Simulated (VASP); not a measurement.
Input of a VASP 6.6.1 run:

The input INCAR:

```
SYSTEM = Ti3Sn
ALGO = Normal ; EDIFF = 1E-6
EDIFFG = -0.01 ; ENCUT = 600
GGA = PS ; IBRION = 2
ISIF = 3 ; ISMEAR = 1
KPAR = 2 ; LASPH = .True.
LCHARG = .False. ; LREAL = .False.
LWAVE = .False. ; NELM = 80
NSW = 90 ; PREC = Accurate
SIGMA = 0.1
```

Contents of KPOINTS:

```
k-points
0
Gamma
  9 9 8
  0 0 0
```

The input POSCAR:

```
Ti3Sn
1.0
    5.9121820850      0.0000000000      0.0000000000
   -2.9560910425      5.1200998774      0.0000000000
    0.0000000000      0.0000000000      4.7562220000
Ti Sn
6 2
Direct
    0.1642510000      0.3285020000      0.7500000000
    0.6714980000      0.8357490000      0.7500000000
    0.1642510000      0.8357490000      0.7500000000
    0.8357490000      0.6714980000      0.2500000000
    0.3285020000      0.1642510000      0.2500000000
    0.8357490000      0.1642510000      0.2500000000
    0.6666666700      0.3333333300      0.7500000000
    0.3333333300      0.6666666700      0.2500000000
```

Potentials or basis: VASP PAW PBE potentials, release 64 (Ti_sv, Sn_d).

The run is started by

```bash
$ cat potpaw_PBE.64/Ti_sv/POTCAR potpaw_PBE.64/Sn_d/POTCAR > POTCAR
$ mpirun -np 2 vasp_std > vasp.out
```

(1) Estimate the relaxed volume.

(2) Predict the space group after relaxing (to 0.05 Å).

## Answers

(1) 17.34 Å³/atom.

(2) P6_3/mmc (No. 194).

Caveat: the PAW data sets were made with another functional, which shifts forces and pressure a little.
